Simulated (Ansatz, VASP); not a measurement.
## Al2O3: VASP beside Ansatz

Aim: how closely do two programs agree when they are given the same cell, functional and k mesh?

Calculated with Ansatz 0.2.0; plane waves, with VASP 6.6.1 beside it; single point at LDA.

### 1. The starting structure

The structure is hexagonal, space group P-6m2 (No. 187). The conventional cell has a = 2.884 Å, b = 2.884 Å, c = 9.337 Å, α = 90.00°, β = 90.00°, γ = 120.00°. Nearest to Al lie 6 O at 1.80 to 2.18 Å. Nearest to O lie 3 Al at 1.80 Å. Nearest to O lie 6 Al at 2.18 Å. Farther neighbours and most contacts between anions are not listed.

Structure file:

```cif
data_structure
_symmetry_space_group_name_H-M 'P-6m2'
_symmetry_Int_Tables_number 187
_cell_length_a 2.8843
_cell_length_b 2.8843
_cell_length_c 9.3368
_cell_angle_alpha 90.000
_cell_angle_beta 90.000
_cell_angle_gamma 120.000
_cell_volume 67.27
loop_
_atom_site_label
_atom_site_type_symbol
_atom_site_symmetry_multiplicity
_atom_site_Wyckoff_symbol
_atom_site_fract_x
_atom_site_fract_y
_atom_site_fract_z
_atom_site_occupancy
Al1 Al 2 g 0.00000 0.00000 0.85001 1
O1 O 2 h 0.33333 0.66667 0.77768 1
O2 O 1 e 0.66667 0.33333 0.00000 1
```

### 2. Ansatz: single point, LDA

Ansatz runs on its default PAW (the set named soft_2) files.

With cell and atoms fixed, the geometry can't cause a difference; cores, projectors, grids and the points listed under the comparison can.

input.yaml reads:

```yaml
crystal:
  lattice:
    - [2.8843249483, 0.0, 0.0]
    - [-1.4421624742, 2.497898678, 0.0]
    - [0.0, 0.0, 9.33675446]
  atoms:
    - { symbol: Al, position: [0.0, 0.0, 0.85000767] }
    - { symbol: Al, position: [0.0, 0.0, 0.14999233] }
    - { symbol: O, position: [0.3333333333, 0.6666666667, 0.77768308] }
    - { symbol: O, position: [0.6666666667, 0.3333333333, 0.0] }
    - { symbol: O, position: [0.3333333333, 0.6666666667, 0.22231692] }
hamiltonian:
  xc: lda
  pseudopotentials: { kind: paw }
kpoints:
  mp_grid: { grid: [9, 9, 3] }
scf:
  occupations: { method: gaussian, width: 0.01 }
  n_extra_bands: 5
output:
  forces: true
  stress: true
  eigenvalues: true
```

On the command line:

```sh
$ ansatz run input.yaml --threads 2 --pin off --max-ram 4608MiB --backend cpu --events-out ev --progress --plain --runs-dir out
```

Numbers of over 12 decimals in the logs are rounded to 6 here.

What it wrote:

```text
scf.n_extra_bands = 5 over 12 filled bands (N_el = 24.0): the run solves 17 bands
Engine: ansatz 0.2.0, aarch64-unknown-linux-gnu
Pseudopotentials: kind: paw
Pseudopotential: Al, paw, valence charge 3, recommended cutoff 420 eV (normal), Al.paw.azcp
Pseudopotential: O, paw, valence charge 6, recommended cutoff 420 eV (normal), O.paw.azcp
Functional definition: SPW92
  exchange = slater_x
  correlation = pw_c
Crystal: 5 atoms, lattice volume = 67.269 Å³
Basis set: ecut = 420 eV, 1315 PW (Γ)
Bands: 17, of which v1, the nominal top of the filled ones, is band 12 counted from 1 (11 counted from 0)
Symmetry: 12 space group operations
Space group: P-6m2 (ITA 187), of the structure as read, at distance tolerance 4.1e-5 Å
k-points: 24 of 243 (time reversal used)
Non-local potential: Al, projectors of the file, l = 0: 2, l = 1: 2, l = 2: 1
Non-local potential: O, projectors of the file, l = 0: 2, l = 1: 2, l = 2: 1
PAW form: soft (Blöchl's): semilocal exchange-correlation on the pseudo side does not see the compensation charge
PAW frozen core: Al, regenerated for the run's functional, and the local potential with it (the file was generated under x = pbe(κ = 0.804, μ = 0.219515), c = pbe(β = 0.066725))
PAW frozen core: O, regenerated for the run's functional, and the local potential with it (the file was generated under x = pbe(κ = 0.804, μ = 0.219515), c = pbe(β = 0.066725))
PAW one-centre angular grid: Al, 110 points (default); XC on 64 Gauss nodes
PAW one-centre angular grid: O, 110 points (default); XC on 64 Gauss nodes
Initial density: superposition of atomic densities (neutral atoms: chi_scale 0, normalization atom), corrected by the library's trained network
Initial wavefunctions: pseudopotential atomic-orbital guess
Functional: x = slater, c = lda
SCF iter   1: F=—  HF=-2698.519118 eV  |F-HF|=—  |Δ(HF+E_count)|=         —  Δρ=1.33e-2  dr2=1.11e-1  ethr=1.77e-3  ⟨swp⟩=8.8  Hψ=2997  notcnv=0
preconditioner: auto → none  [insulator: Δε(μ)=4.671 eV  Ē_g=15.633 eV  σ=0.010 eV  W_gap=1.00  n_scr=6 (ndim 8)  ℏωp=22.2 eV  f_vac=0.285  D(μ)=0.00/eV (n_scr^D=0)  ε∞_Penn≈3.0]
SCF iter   2: F=—  HF=-2698.493694 eV  |F-HF|=—  |Δ(HF+E_count)|=   2.54e-2  Δρ=7.31e-3  dr2=2.12e-2  ethr=4.62e-4  ⟨swp⟩=3.4  Hψ=990  notcnv=0  defer=24
SCF iter   3: F=—  HF=-2698.488072 eV  |F-HF|=—  |Δ(HF+E_count)|=   5.62e-3  Δρ=1.49e-3  dr2=9.99e-4  ethr=8.85e-5  ⟨swp⟩=3.1  Hψ=809  notcnv=0  defer=24
SCF iter   4: F=—  HF=-2698.489066 eV  |F-HF|=—  |Δ(HF+E_count)|=   9.94e-4  Δρ=9.21e-4  dr2=5.02e-4  ethr=4.16e-6  ⟨swp⟩=4.5  Hψ=1029  notcnv=0  defer=24
SCF iter   5: F=—  HF=-2698.489100 eV  |F-HF|=—  |Δ(HF+E_count)|=   3.38e-5  Δρ=1.55e-4  dr2=9.39e-6  ethr=2.09e-6  ⟨swp⟩=3.2  Hψ=758  notcnv=0  defer=24
SCF iter   6: F=—  HF=-2698.489110 eV  |F-HF|=—  |Δ(HF+E_count)|=   9.60e-6  Δρ=4.29e-5  dr2=8.27e-7  ethr=3.91e-8  ⟨swp⟩=2.9  Hψ=923  notcnv=0  defer=24
SCF iter   7: F=-2698.489111 eV  HF=-2698.489111 eV  |F-HF|=1.22e-8  |Δ(HF+E_count)|=   1.28e-6  Δρ=1.14e-5  dr2=5.33e-8  ethr=4.17e-10  ⟨swp⟩=12.8  Hψ=2449  notcnv=0
SCF 1 converged in 7 iterations: F = -2698.489111 eV  dr2 = 5.33e-8
  greatest PAW one-centre occupation: 0.856 electrons in one spin orbital (limit 2), on the O atom at site 4 (counted from 0), in its partial waves of l = 0
SCF converged after 7 iterations
Free energy (F): -2698.489111 eV
Harris-Foulkes:  -2698.489111 eV  (|F-HF|=1.22e-8)
Internal energy: -2698.489111 eV  (E = F + TS)
E sigma→0 (E₀):  -2698.489111 eV
Fermi energy:    3.944820 eV
--- Per-component energies (eV) ---
  E_band       = -108.034954
  E_kinetic    = 581.538783
  E_local      = -2593.715089  (includes V_loc(G=0)·N_el)
  E_nonlocal   = 169.257128
  E_hartree    = 1098.850447
  E_xc         = -299.745791
  E_vxc        = -343.013943  (∫ρ·V_xc dr)
  E_paw        = -1329.240385  (= ΣΔE_a)
  E_vpaw       = -119.820232  (= ΣTr[D̂ρ^β])
  E_aug_tail   = 0.007677  (compensation charges beyond the density's cutoff)
  E_ewald      = -325.844076
  E_core_change = 0.402198  (= ΣΔE_core)
  E_smearing   = -0.000000  (= −TS)
  E_closure    = 0.000000  (closes the sum)
  Σ components = -2698.489111   (vs F -2698.489111, Δ=0.00e0)
--- Forces (eV/Å), atoms counted from 1 ---
  atom   1  Al    -0.00000000    -0.00000000    -0.02386376
  atom   2  Al    -0.00000000    -0.00000000     0.02386376
  atom   3  O      0.00000000     0.00000000     0.52494754
  atom   4  O     -0.00000000    -0.00000000     0.00000000
  atom   5  O      0.00000000     0.00000000    -0.52494754
  max |Σ_I F_I| component: 2.78e-16 eV/Å
--- Stress (GPa, compression-positive) ---
       -7.926239       0.000000       0.000000
        0.000000      -7.926239       0.000000
        0.000000       0.000000      -5.072883
  P = ⅓ Tr σ = -6.9751 GPa (-69.751 kbar)
--- Band table (eV; the first three rows and the last of 24) ---
  k-point 0: bands = [... 8 lower, 0.2988, 1.0471, 1.0471, 1.3124, 6.3214, 8.9484, 9.2337, 10.7256, ... 1 higher]
  k-point 1: bands = [... 8 lower, 0.2984, 1.0469, 1.0469, 1.2777, 6.4162, 8.6072, 9.3787, 10.9593, ... 1 higher]
  k-point 2: bands = [... 8 lower, 0.2055, 0.6651, 1.0034, 1.5030, 7.0067, 9.3060, 9.6497, 11.1032, ... 1 higher]
  k-point 23: bands = [... 8 lower, -1.2775, 0.2549, 0.4579, 1.5403, 10.8724, 11.0369, 12.1054, 13.7692, ... 1 higher]
```

Run time: 3.2 s. Hardware: 2 threads of Arm Neoverse N1, shared host; peak memory 0.29 GiB; 5.8 s of CPU time.

The column dr2 measures how far the density is from self-consistency, as an energy; F and HF (Harris–Foulkes) agree once it is small.

The run ends at a pressure of -6.98 GPa, with forces up to 0.52 eV/Å.

### 3. VASP: single point, LDA

The same cell, functional (in two slightly different forms), mesh and smearing now go to VASP, with its own data sets and cutoff.

Lines of VASP's logs that name or quote its potential files are left out, and so is its time.

INCAR reads:

```
SYSTEM = Al2O3
PREC = Accurate
ENCUT = 520
EDIFF = 1E-07
NELM = 100
ISMEAR = 0
SIGMA = 0.01
LREAL = .FALSE.
ALGO = Normal
GGA = CA
NBANDS = 18
LORBIT = 11
LWAVE = .FALSE.
LCHARG = .FALSE.
KPAR = 2
```

POSCAR reads:

```
Al2O3
1.0
    2.8843249483      0.0000000000      0.0000000000
   -1.4421624742      2.4978986780      0.0000000000
    0.0000000000      0.0000000000      9.3367544600
Al O
2 3
Direct
    0.0000000000      0.0000000000      0.8500076700
    0.0000000000      0.0000000000      0.1499923300
    0.3333333333      0.6666666667      0.7776830800
    0.6666666667      0.3333333333      0.0000000000
    0.3333333333      0.6666666667      0.2223169200
```

KPOINTS reads:

```
Automatic mesh
0
Gamma
9 9 3
0 0 0
```

PAW data sets: Al and O (PBE family, release 64).

On the command line:

```sh
$ mpirun -np 2 vasp_std
```

What it wrote:

```text
[banner, memory and clock lines left out]
running    2 mpi-ranks, on    1 nodes
 distrk:  each k-point on    1 cores,    2 groups
 distr:  one band on    1 cores,    1 groups

 POSCAR found type information on POSCAR AlO
 POSCAR found :  2 types and       5 ions
|                                                                             |
|               ----> ADVICE to this user running VASP <----                  |
|                                                                             |
|     You enforced a specific xc type in the INCAR file but a different       |
|     [... a line on the potential file left out ...]
|     I HOPE YOU KNOW WHAT YOU ARE DOING!                                     |
|                                                                             |

 LDA part: xc-table for (Slater(with rela. corr.)+CA(PZ))
 , standard interpolation
 POSCAR, INCAR and KPOINTS ok, starting setup
 FFT: planning ... GRIDC
 FFT: planning ... GRID_SOFT
 FFT: planning ... GRID
 WAVECAR not read
 entering main loop
       N       E                     dE             d eps       ncg     rms          rms(c)
DAV:   1     0.116803839053E+03    0.11680E+03   -0.12338E+04   872   0.119E+03
DAV:   2    -0.361509486002E+02   -0.15295E+03   -0.14998E+03  1086   0.266E+02
DAV:   3    -0.443176052757E+02   -0.81667E+01   -0.81468E+01  1124   0.663E+01
DAV:   4    -0.443996963998E+02   -0.82091E-01   -0.82067E-01  1192   0.714E+00
DAV:   5    -0.444011117153E+02   -0.14153E-02   -0.14152E-02  1132   0.860E-01    0.118E+01
DAV:   6    -0.403115390143E+02    0.40896E+01   -0.15755E+01   978   0.284E+01    0.414E+00
DAV:   7    -0.402300838386E+02    0.81455E-01   -0.44506E-01  1118   0.484E+00    0.238E+00
DAV:   8    -0.401621037267E+02    0.67980E-01   -0.71169E-02  1154   0.248E+00    0.770E-01
DAV:   9    -0.401491161401E+02    0.12988E-01   -0.16894E-02  1174   0.119E+00    0.168E-01
DAV:  10    -0.401491450793E+02   -0.28939E-04   -0.33101E-03  1086   0.404E-01    0.135E-01
DAV:  11    -0.401499814626E+02   -0.83638E-03   -0.34423E-03  1034   0.584E-01    0.820E-02
DAV:  12    -0.401502037646E+02   -0.22230E-03   -0.56872E-04  1076   0.170E-01    0.536E-02
DAV:  13    -0.401503369510E+02   -0.13319E-03   -0.42019E-04  1072   0.153E-01    0.262E-02
DAV:  14    -0.401503320000E+02    0.49510E-05   -0.48040E-05  1150   0.704E-02    0.657E-03
DAV:  15    -0.401503334471E+02   -0.14471E-05   -0.81429E-06  1112   0.213E-02    0.243E-03
DAV:  16    -0.401503340377E+02   -0.59064E-06   -0.73985E-07  1076   0.734E-03    0.116E-03
DAV:  17    -0.401503340227E+02    0.15017E-07   -0.14543E-07   888   0.374E-03
   1 F= -.40150334E+02 E0= -.40150334E+02  d E =-.691708E-33
```

Parts of OUTCAR (step 3):

```text
ion  position               nearest neighbor table
   1  0.000  0.000  0.850-   3 1.80   3 1.80   3 1.80   4 2.18   4 2.18   4 2.18   2 2.80
   2  0.000  0.000  0.150-   5 1.80   5 1.80   5 1.80   4 2.18   4 2.18   4 2.18   1 2.80
   3  0.333  0.667  0.778-   1 1.80   1 1.80   1 1.80
   4  0.667  0.333  0.000-   1 2.18   2 2.18   1 2.18   2 2.18   1 2.18   2 2.18
   5  0.333  0.667  0.222-   2 1.80   2 1.80   2 1.80

  LATTYP: Found a hexagonal cell.
 ALAT       =     2.8843249483
 C/A-ratio  =     3.2370674689

 Subroutine GETGRP returns: Found 12 space group operations
 (whereof 12 operations were pure point group operations)

The static configuration has the point symmetry D_3h.

 Found     24 irreducible k-points:

   k-points           NKPTS =     24   k-points in BZ     NKDIM =     24   number of bands    NBANDS=     18

   dimension x,y,z NGX =    24 NGY =   24 NGZ =   70
   dimension x,y,z NGXF=    48 NGYF=   48 NGZF=  140

   ENCUT  =  520.0 eV  38.22 Ry    6.18 a.u.   5.36  5.36 17.36*2*pi/ulx,y,z

   NELECT =      24.0000    total number of electrons

 k-points in reciprocal lattice and weights: Automatic mesh
   0.00000000  0.00000000  0.00000000       0.004
   0.11111111  0.00000000  0.00000000       0.025
   0.22222222  0.00000000  0.00000000       0.025
   0.33333333  0.00000000  0.00000000       0.025
   0.44444444  0.00000000  0.00000000       0.025
   0.11111111  0.11111111  0.00000000       0.025
   0.22222222  0.11111111  0.00000000       0.049
   0.33333333  0.11111111  0.00000000       0.049
   0.44444444  0.11111111  0.00000000       0.025
[...]
0.33333333  0.22222222  0.33333333       0.099
   0.33333333  0.33333333  0.33333333       0.016

 average (electrostatic) potential at core
       1 -76.4484       2 -76.4484       3 -71.9274       4 -72.6049       5 -71.9274

 E-fermi :   0.6419

 k-point     1 :       0.0000    0.0000    0.0000
  band No.  band energies     occupation
    ...
      8      -0.6928      2.00000
      9      -0.6928      2.00000
     10       0.0142      2.00000
     11       0.0142      2.00000
     12       0.2992      2.00000
     13       5.3050      0.00000
     14       7.9493      0.00000
     15       8.2529      0.00000
     16       9.7231      0.00000
     17      13.3309      0.00000
    ...

 k-point     2 :       0.1111    0.0000    0.0000
  band No.  band energies     occupation
    ...
      8      -1.0803      2.00000
      9      -0.7865      2.00000
     10      -0.3621      2.00000
     11      -0.0264      2.00000
     12       0.4931      2.00000
     13       5.9903      0.00000
     14       8.3088      0.00000
     15       8.6689      0.00000
     16      10.0985      0.00000
     17      13.1252      0.00000
    ...

 k-point     3 :       0.2222    0.0000    0.0000
  band No.  band energies     occupation
    ...
      8      -1.4230      2.00000
      9      -1.0131      2.00000
     10      -0.4272      2.00000
     11      -0.1558      2.00000
     12       0.5223      2.00000
     13       7.2518      0.00000
     14       8.9979      0.00000
     15       9.4540      0.00000
     16      10.8260      0.00000
     17      12.2240      0.00000
    ...

  Total       -2.7511516     -2.7511516     -1.9997409      0.0000000     -0.0000000      0.0000000
  in kB      -65.5254721    -65.5254721    -47.6287714      0.0000000     -0.0000000      0.0000000
  external PRESSURE =     -59.5599052 kB  Pullay stress =       0.0000000 kB

  energy-cutoff  :      520.00
  volume of cell :       67.27
      direct lattice vectors                 reciprocal lattice vectors
     2.884324948  0.000000000  0.000000000     0.346701574  0.200168247  0.000000000
    -1.442162474  2.497898678  0.000000000     0.000000000  0.400336494  0.000000000
     0.000000000  0.000000000  9.336754460     0.000000000  0.000000000  0.107103598

 POSITION                                       TOTAL-FORCE (eV/Angst)
 -----------------------------------------------------------------------------------
      0.00000      0.00000      7.93631        -0.000000      0.000000     -0.010596
      0.00000      0.00000      1.40044        -0.000000      0.000000      0.010596
     -0.00000      1.66527      7.26104        -0.000000     -0.000000      0.467428
      1.44216      0.83263      0.00000         0.000000     -0.000000      0.000000
     -0.00000      1.66527      2.07572        -0.000000     -0.000000     -0.467428
 -----------------------------------------------------------------------------------
    total drift:                                0.000000     -0.000000      0.000000

  FREE ENERGIE OF THE ION-ELECTRON SYSTEM (eV)
  ---------------------------------------------------
  free  energy   TOTEN  =       -40.1503340227 eV

  energy  without entropy=      -40.1503340227  energy(sigma->0) =      -40.15033402

 total charge
# of ion       s       p       d       tot
------------------------------------------
    1        0.322   0.401   0.000   0.724
    2        0.322   0.401   0.000   0.724
    3        1.540   3.613   0.000   5.153
    4        1.540   3.478   0.000   5.019
    5        1.540   3.613   0.000   5.153
--------------------------------------------------
tot          5.265  11.508   0.000  16.772

[... 3 further parts left out ...]
```

The run ends at a pressure of -5.96 GPa, with forces up to 0.47 eV/Å.

### 4. Comparison

Known differences besides the potentials themselves: the two LDA forms differ slightly; the cutoff is 420 eV in Ansatz and 520 eV in VASP; Ansatz makes its cores anew for this functional, VASP keeps those of its PBE data sets; VASP's log shows a relativistic correction to its local exchange, Ansatz's none. Total energies have different zeros and are not compared.

The two programs side by side:

```csv
quantity,Ansatz,VASP,difference
pressure (GPa),-6.98,-5.96,-1.02
pressure without Ansatz's Pulay correction (GPa),-7.70,-5.96,-1.74
gap on the k mesh (eV),4.753,4.745,+0.008
```

Forces (eV/Å; atoms numbered as in POSCAR):

| atom | Ansatz x, y, z | VASP x, y, z |
| --- | --- | --- |
| Al1 | 0.000, 0.000, -0.024 | 0.000, 0.000, -0.011 |
| Al2 | 0.000, 0.000, 0.024 | 0.000, 0.000, 0.011 |
| O3 | 0.000, 0.000, 0.525 | 0.000, 0.000, 0.467 |
| O4 | 0.000, 0.000, 0.000 | 0.000, 0.000, 0.000 |
| O5 | 0.000, 0.000, -0.525 | 0.000, 0.000, -0.467 |

The forces differ by 22 meV/Å r.m.s., which is 12.6 % of the r.m.s. force of 0.17 eV/Å (both taken over all components). A gap on the mesh is an upper bound, since the band edges may lie between its points. Ansatz's pressure holds a Pulay correction of 0.72 GPa; VASP's holds none.

### 5. Further runs

Further runs change the set-up of one program: Ansatz's method, potentials or start, or VASP's data sets, cutoff or form of LDA. The table gives Ansatz less VASP for each quantity, since a change that brings one quantity closer may part another.

```
                                        run  r.m.s. force difference (meV/Å)  pressure (GPa)  gap on the k mesh (eV)  pressure without Ansatz's Pulay correction (GPa)
                                   as above                               22            -1.0                  0.0081                                              -1.7
                       cores kept as stored                              7.9           -0.58                   0.018                                              -1.2
   Ansatz's larger PAW set (cutoff 1050 eV)                               14           -0.84                   0.024                                                  
norm-conserving potentials (cutoff 1143 eV)                               79            -2.0                   0.016
```

### 6. Summary of results

```
r.m.s. force difference (single point, LDA) : 22 meV/Å
difference in pressure (single point, LDA)  : -1.0 GPa
```

The r.m.s. force difference is 22 meV/Å (single point, LDA), beyond the 12 meV/Å picked in this series as the mark of a large difference. By the marks of this series, far apart in the single point, LDA pair: the r.m.s. force difference, 22 meV/Å and the difference in pressure, -1.0 GPa. Single point, LDA, cores kept as stored: r.m.s. force difference goes from 22 to 7.9 meV/Å; the difference in pressure goes from -1.0 to -0.58 GPa; the difference in gap on the k mesh goes from 0.0081 to 0.018 eV; the difference in pressure without Ansatz's Pulay correction goes from -1.7 to -1.2 GPa. Single point, LDA, Ansatz's larger PAW set (cutoff 1050 eV): r.m.s. force difference goes from 22 to 14 meV/Å; the difference in gap on the k mesh goes from 0.0081 to 0.024 eV. Single point, LDA, norm-conserving potentials (cutoff 1143 eV): r.m.s. force difference goes from 22 to 79 meV/Å; the difference in pressure goes from -1.0 to -2.0 GPa; the difference in gap on the k mesh goes from 0.0081 to 0.016 eV. 1 further run of this series is not shown here. Such differences can come from data sets, numerical settings and the points named under the comparisons, not from the functional's error against experiment.

[Lines on the potential files, build, host, timing and source positions are cut from VASP's logs without a mark.]

[Logs are printed without paths, hosts, clocks, repeated set-up lines and the standing remarks that a program may print on its own settings, such as how far it seeks lower states.]

[Hosts, paths, dates, database ids (printed as entryN), source tags and the programs' standing remarks are cut or masked in the printed files.]
